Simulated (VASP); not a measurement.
# NbSeN (P4/nmm) in VASP: a series of runs

The runs below take NbSeN through density of states, optical spectrum, with r2SCAN, SCAN+D3(BJ).

All numbers are computed with VASP 6.6.1; they aren't measurements. Logs are shortened: lines on timing, memory, paths and dates and some standing lists are left out, and cuts for length are marked.

## Step 1: The structure

The structure is tetragonal, space group P4/nmm (No. 129). The conventional cell has a = 3.672 Å, b = 3.672 Å, c = 6.378 Å, α = 90.00°, β = 90.00°, γ = 90.00°. Nb (site symmetry 4mm) has 4 N at 2.14 Å as nearest neighbours. Se (site symmetry 4mm) has 5 Nb at 2.84 to 2.92 Å and 4 Se at 3.00 Å and 4 N at 3.05 Å as nearest neighbours. N (site symmetry -4m2) is surrounded by 4 Nb at 2.14 Å.

The cell comes from a database or a generator and needn't be the stable form of this composition.

## Step 2: Density of states, r2SCAN

File run.py:

```python
from ase.calculators.vasp import Vasp
from ase.dft.dos import DOS
from ase.spacegroup import crystal

atoms = crystal(
    ['Nb', 'Se', 'N'],
    basis=[[0.0, 0.5, 0.826971], [0.0, 0.5, 0.381476], [0.0, 0.0, 0.0]],
    spacegroup=129,
    setting=1,
    cellpar=[3.672498, 3.672498, 6.378164, 90.0, 90.0, 90.0],
    primitive_cell=True,
)
calc = Vasp(
    directory='calc',
    xc='r2scan',
    pp='PBE',
    setups='materialsproject',
    prec='Accurate',
    encut=520,
    ediff=1e-06,
    ismear=-1,
    sigma=0.05,
    lreal=False,
    lasph=True,
    nelm=80,
    algo='Normal',
    isif=2,
    lwave=False,
    lcharg=False,
    lmaxmix=4,
    lmixtau=True,
    lorbit=11,
    kpts=[7, 7, 4],
    gamma=True,
    nbands=31,
)
atoms.calc = calc

print('energy (eV):', atoms.get_potential_energy())
print('free energy (eV):', atoms.get_potential_energy(force_consistent=True))
print('forces (eV/A):')
print(atoms.get_forces())
print('stress (eV/A^3, Voigt):', atoms.get_stress())
print('Fermi level (eV):', calc.get_fermi_level())
dos = DOS(calc, width=0.2, window=(-10, 10), npts=301)
print('E - E_F (eV), DOS (1/eV)')
for e, g in zip(dos.get_energies(), dos.get_dos()):
    print(f'{e:8.3f} {g:10.4f}')
```

Potentials or basis: VASP PAW PBE potentials, release 64 (Nb_pv, Se, N).

Run with:

```sh
> python run.py
```

Standard output:

```text
energy (eV): -100.82371517
free energy (eV): -100.82744482
forces (eV/A):
[[ 0.          0.         -0.01150473]
 [-0.          0.          0.01150473]
 [-0.         -0.         -0.18507457]
 [ 0.          0.          0.18507457]
 [-0.          0.          0.        ]
 [-0.         -0.          0.        ]]
stress (eV/A^3, Voigt): [ 0.00598988  0.00598988  0.01158501 -0.         -0.         -0.        ]
Fermi level (eV): 6.56017598
E - E_F (eV), DOS (1/eV)
 -10.000     0.0000
  -9.933     0.0000
  -9.867     0.0000
  -9.800     0.0000
  -9.733     0.0000
  -9.667     0.0000
[... 293 lines left out ...]
   9.933     0.0000
  10.000     0.0000
```

Run time: 4.8 min. Hardware: 1 thread of Intel Xeon Platinum 8259CL at 2.50GHz (Skylake/Cascade Lake), shared host; peak memory 0.24 GiB.

What came out:

```
Free energy                                           : -100.8274 eV
Pressure                                              : -1.3 GPa
Largest force                                         : 0.185 eV/Å
Band gap on the k mesh                                : none (metal or under the smearing width)
Valence electrons inside the program's atomic spheres : Nb 9.58; Se 3.92; N 3.77
```

Forces on the atoms (eV/Å):
```
Nb   0.000  0.000 -0.012
Nb   0.000  0.000  0.012
Se   0.000  0.000 -0.185
Se   0.000  0.000  0.185
N    0.000  0.000  0.000
N    0.000  0.000  0.000
```

Stress tensor (GPa, compression positive):
```
-0.96  0.00  0.00
 0.00 -0.96  0.00
 0.00  0.00 -1.86
```

States per cell in windows of 1 eV (zero at the Fermi level; states under -8 eV left out):
```
from (eV)  total  Nb1_d  Nb2_d  Se3_p  Se4_p  N5_p  N6_p
     -8.0   0.51   0.05   0.05   0.04   0.04  0.05  0.05
     -7.0   3.79   0.35   0.35   0.32   0.32  0.36  0.36
     -6.0   4.16   0.55   0.55   0.22   0.22  0.53  0.53
     -5.0   3.35   0.34   0.34   0.37   0.37  0.30  0.30
     -4.0   3.57   0.38   0.38   0.37   0.37  0.37  0.37
     -3.0   3.85   0.46   0.46   0.32   0.32  0.53  0.53
     -2.0   2.97   0.36   0.36   0.42   0.42  0.22  0.22
     -1.0   1.69   0.17   0.17   0.28   0.28  0.12  0.12
      0.0   2.03   0.71   0.71   0.08   0.08  0.03  0.03
      1.0   4.05   1.37   1.37   0.16   0.16  0.07  0.07
      2.0   4.96   1.59   1.59   0.26   0.26  0.09  0.09
      3.0   4.26   1.15   1.15   0.23   0.23  0.25  0.25
      4.0   2.59   0.62   0.62   0.10   0.10  0.25  0.25
      5.0   0.14   0.04   0.04   0.01   0.01  0.01  0.01
      6.0   0.00   0.00   0.00   0.00   0.00  0.00  0.00
```

Caveat: the PAW data sets were made with another functional, which shifts forces and pressure a little.

## Step 3: Optical spectrum, SCAN+D3(BJ)

File INCAR:

```
PREC = Accurate
ENCUT = 900
EDIFF = 0.001
ISMEAR = -5
SIGMA = 0.05
LREAL = False
LASPH = True
NELM = 80
ALGO = Normal
ISIF = 2
LWAVE = False
LCHARG = False
METAGGA = SCAN
LMIXTAU = True
IVDW = 12
LOPTICS = True
NBANDS = 72
NEDOS = 2000
CSHIFT = 0.1
ADDGRID = True
```

File KPOINTS:

```
Automatic mesh
0
Gamma
  7 7 4
```

File POSCAR:

```
NbSeN
3.6725
    0.999999455412      0.000000000000      0.000000000000
    0.000000000000      0.999999455412      0.000000000000
    0.000000000000      0.000000000000      1.736736283186
Nb Se N
2 2 2
Direct
    0.0000000000      0.5000000000      0.8269710000
    0.5000000000      0.0000000000      0.1730290000
    0.0000000000      0.5000000000      0.3814760000
    0.5000000000      0.0000000000      0.6185240000
    0.0000000000      0.0000000000      0.0000000000
    0.5000000000      0.5000000000      0.0000000000
```

Potentials or basis: VASP PAW PBE potentials, release 64 (Nb_sv, Se, N_h).

Run with:

```sh
> cat potpaw_PBE.64/Nb_sv/POTCAR potpaw_PBE.64/Se/POTCAR potpaw_PBE.64/N_h/POTCAR > POTCAR
> mpirun -np 1 vasp_std > vasp.out
```

OUTCAR:

```text
PREC = Accurate
   ENCUT = 900
   EDIFF = 0.001
   ISMEAR = -5
   LREAL = False
   LASPH = True
   NELM = 80
   ISIF = 2
   METAGGA = SCAN
   IVDW = 12
 IVDW          = 12

 ion  position               nearest neighbor table
   1  0.000  0.500  0.827-   5 2.14   6 2.14   5 2.14   6 2.14   3 2.84   4 2.92   4 2.92   4 2.92
                             4 2.92
   2  0.500  0.000  0.173-   5 2.14   6 2.14   6 2.14   5 2.14   4 2.84   3 2.92   3 2.92   3 2.92
                             3 2.92
   3  0.000  0.500  0.381-   1 2.84   2 2.92   2 2.92   2 2.92   2 2.92
   4  0.500  0.000  0.619-   2 2.84   1 2.92   1 2.92   1 2.92   1 2.92
   5  0.000  0.000  0.000-   1 2.14   2 2.14   1 2.14   2 2.14
   6  0.500  0.500  0.000-   1 2.14   2 2.14   2 2.14   1 2.14

  LATTYP: Found a simple tetragonal cell.
 ALAT       =     3.6724980000
 C/A-ratio  =     1.7367372290

  Lattice vectors:

 A1 = (   3.6724980000,   0.0000000000,   0.0000000000)
 A2 = (   0.0000000000,   3.6724980000,   0.0000000000)
 A3 = (   0.0000000000,   0.0000000000,   6.3781640000)

Analysis of symmetry for initial positions (statically):
=====================================================================
 Subroutine PRICEL returns:
 Original cell was already a primitive cell.

 Routine SETGRP: Setting up the symmetry group for a
 simple tetragonal supercell.

 Subroutine GETGRP returns: Found 16 space group operations
 (whereof  8 operations were pure point group operations)
 out of a pool of 16 trial point group operations.

The static configuration has the point symmetry D_2d.
 The point group associated with its full space group is D_4h.

Analysis of symmetry for dynamics (positions and initial velocities):
=====================================================================
 Subroutine PRICEL returns:
 Original cell was already a primitive cell.

 Routine SETGRP: Setting up the symmetry group for a
 simple tetragonal supercell.

 Subroutine GETGRP returns: Found 16 space group operations
 (whereof  8 operations were pure point group operations)
 out of a pool of 16 trial point group operations.

The dynamic configuration has the point symmetry D_2d.
 The point group associated with its full space group is D_4h.

 Subroutine INISYM returns: Found 16 space group operations
 (whereof  8 operations are pure point group operations),
 and found     1 'primitive' translations

----------------------------------------------------------------------------------------

                                     Primitive cell

  volume of cell :      86.0238

  direct lattice vectors                    reciprocal lattice vectors
     3.672498000  0.000000000  0.000000000     0.272294226  0.000000000  0.000000000
     0.000000000  3.672498000  0.000000000     0.000000000  0.272294226  0.000000000
     0.000000000  0.000000000  6.378164000     0.000000000  0.000000000  0.156784931

  length of vectors
     3.672498000  3.672498000  6.378164000     0.272294226  0.272294226  0.156784931

  position of ions in fractional coordinates (direct lattice)
     0.000000000  0.500000000  0.826971000
     0.500000000  0.000000000  0.173029000
     0.000000000  0.500000000  0.381476000
     0.500000000  0.000000000  0.618524000
     0.000000000  0.000000000  0.000000000
[... 46 lines left out ...]
  0.285714  0.142857  0.000000      8.000000
[... 16 lines left out ...]
  0.285714  0.000000  0.500000      4.000000
  0.428571  0.000000  0.500000      4.000000
 [... further k-points ...]
   k-points           NKPTS =     30   k-points in BZ     NKDIM =     30   number of bands    NBANDS=     72
   number of dos      NEDOS =   2000   number of ions     NIONS =      6
   total plane-waves  NPLWV =  82944
   dimension x,y,z NGX =    36 NGY =   36 NGZ =   64
   dimension x,y,z NGXF=    72 NGYF=   72 NGZF=  128
   ions per type =               2   2   2
   NGX,Y,Z   is equivalent  to a cutoff of  16.30, 16.30, 16.68 a.u.
   NGXF,Y,Z  is equivalent  to a cutoff of  32.59, 32.59, 33.36 a.u.
 SYSTEM =  unknown system
   PREC   = accura    normal or accurate (medium, high low for compatibility)
   ISTART =      0    job   : 0-new  1-cont  2-samecut
   ICHARG =      2    charge: 1-file 2-atom 10-const
   ISPIN  =      1    spin polarized calculation?
   LNONCOLLINEAR =      F non collinear calculations
   LSORBIT =      F    spin-orbit coupling
   LASPH  =      T    aspherical Exc in radial PAW
   ENCUT  =  900.0 eV  66.15 Ry    8.13 a.u.   8.98  8.98 15.60*2*pi/ulx,y,z
   NELM   =     80;   NELMIN=  2; NELMDL= -5     # of ELM steps
   EDIFF  = 0.1E-02   stopping-criterion for ELM
   LREAL  =      F    real-space projection
   EDIFFG = 0.1E-01   stopping-criterion for IOM
   NSW    =      0    number of steps for IOM
   IBRION =     -1    ionic relax: 0-MD 1-quasi-New 2-CG
   NFREE  =      0    steps in history (QN), initial steepest desc. (CG)
   ISIF   =      2    stress and relaxation
   ISYM   =      2    0-nonsym 1-usesym 2-fastsym
   POTIM  = 0.5000    time-step for ionic-motion
   TEBEG  =    0.0;   TEEND  =   0.0 temperature during run
   PSTRESS=    0.0 pullay stress
   NELECT =      48.0000    total number of electrons
   NUPDOWN=      -1.0000    fix difference up-down
   EMIN   =  10.00;   EMAX   =-10.00  energy-range for DOS
   EFERMI =   0.00;   METHOD = LEGACY
   ISMEAR =    -5;   SIGMA  =   0.05  broadening in eV -4-tet -1-fermi 0-gaus
   EFERMI_NEDOS =   21; number of points for ismear=-14 and -15
   IALGO  =     38    algorithm
   IMIX   =      4    mixing-type and parameters
     AMIX     =   0.40;   BMIX     =  1.00
     AMIX_MAG =   1.60;   BMIX_MAG =  1.00
  volume/ion in A,a.u.               =      14.34        96.75
  Fermi-wavevector in a.u.,A,eV,Ry     =   1.347770  2.546915 24.714748  1.816483
  Thomas-Fermi vector in A             =   2.475493
   LORBIT       =      0    0 simple, 1 ext, 2 COOP (PROOUT), +10 PAW based schemes
   METAGGA = SCAN    functional components
   LHFCALC =     F    Hartree Fock is set to
   AEXX    =    0.0000 exact exchange contribution
   IVDW    =    12    specifies the selected vdW correction
   LEPSILON=     F    determine dielectric tensor
   LRPA    =     F    only Hartree local field effects (RPA)
 non-spin polarized calculation
 Fermi weights with tetrahedron method with Bloechl corrections
  energy-cutoff  :      900.00
  volume of cell :       86.02
 maximum number of plane-waves:      5302
 NGX is ok and might be reduce to    36
   NGX = 17   NGY = 17   NGZ = 31

 number of electron      48.0000000 magnetization

 Free energy of the ion-electron system (eV)
  ---------------------------------------------------
  ext. energy  EPLUGINS =         0.00000000
  ---------------------------------------------------
  free energy    TOTEN  =      -130.03921846 eV

  energy without entropy =     -130.03921846  energy(sigma->0) =     -130.03921846

 E-fermi :   9.2404     XC(G=0): -12.5252

 val. band max:        9.4952643071   @ k =   0.2857   0.0000   0.5000
 cond. band min:       9.1625825146   @ k =   0.0000   0.0000   0.2500
 fundamental gap:     -0.3326817925
 Fermi energy:         9.2403879896

 k-point     1 :       0.0000    0.0000    0.0000
  band No.  band energies     occupation
      1     -49.1112      2.00000
      2     -49.0796      2.00000
      3     -24.4833      2.00000
      4     -24.3174      2.00000
      5     -24.3174      2.00000
      6     -24.2551      2.00000
[... 925 lines left out ...]
     35      15.5502      0.00000
     36      16.4949      0.00000

 [... further k-points ...]

 [bands above 36 left out]

------------------------ aborting loop because EDIFF is reached ----------------------------------------

 Edisp (eV)   -0.82711

 E6    (eV) :    -0.8271

 E8    (eV) :     0.0000

  FORCE on cell =-STRESS in cart. coord.  units (eV):
  Direction    XX          YY          ZZ          XY          YZ          ZX
  --------------------------------------------------------------------------------------
  -------------------------------------------------------------------------------------
  Total      -3.96601    -3.96601    -4.13805     0.00000     0.00000     0.00000
  in kB     -73.86613   -73.86613   -77.07030     0.00000     0.00000     0.00000
  external pressure =      -74.93 kB  Pullay stress =        0.00 kB

 VOLUME and BASIS-vectors are now :
 -----------------------------------------------------------------------------
  energy-cutoff  :      900.00
  volume of cell :       86.02
      direct lattice vectors                 reciprocal lattice vectors
     3.672498000  0.000000000  0.000000000     0.272294226  0.000000000  0.000000000
     0.000000000  3.672498000  0.000000000     0.000000000  0.272294226  0.000000000
     0.000000000  0.000000000  6.378164000     0.000000000  0.000000000  0.156784931

 POSITION                                       TOTAL-FORCE (eV/Angst)
 -----------------------------------------------------------------------------------
      0.00000      1.83625      5.27456         0.000000      0.000000      0.527411
      1.83625      0.00000      1.10361        -0.000000      0.000000     -0.527411
      0.00000      1.83625      2.43312        -0.000000     -0.000000     -0.129779
      1.83625      0.00000      3.94505        -0.000000      0.000000      0.129779
      0.00000      0.00000      0.00000        -0.000000     -0.000000      0.000000
      1.83625      1.83625      0.00000         0.000000      0.000000      0.000000
 -----------------------------------------------------------------------------------
    total drift:                                0.000000      0.000000      0.000000

  FREE ENERGIE OF THE ION-ELECTRON SYSTEM (eV)
  ---------------------------------------------------
  free  energy   TOTEN  =      -130.8663248430 eV

  energy  without entropy=     -130.8663248430  energy(sigma->0) =     -130.86632484
```

Wall time 14 min (1 thread of Intel Xeon Platinum 8259CL at 2.50GHz (Skylake/Cascade Lake), shared host); peak memory 0.68 GiB.

These settings aren't checked as converged (typed here: EDIFF = 0.001; ADDGRID = yes): the numbers below hold their error.

Results:

| Quantity | Value |
| --- | --- |
| Free energy | -130.8663 eV |
| Pressure | -7.5 GPa |
| Largest force | 0.527 eV/Å |
| Band gap on the k mesh | none (metal or under the smearing width) |
| Dispersion energy per atom | -0.138 eV |

Caveat: the cutoff is under 1.25 times the usual one of these potentials, so pressure, stress and relaxed cells hold a basis-set (Pulay) error; the PAW data sets were made with another functional, which shifts forces and pressure a little; pairwise dispersion overbinds metals, which lowers pressure and volume; tetrahedron occupations give inexact forces and stress in metals.
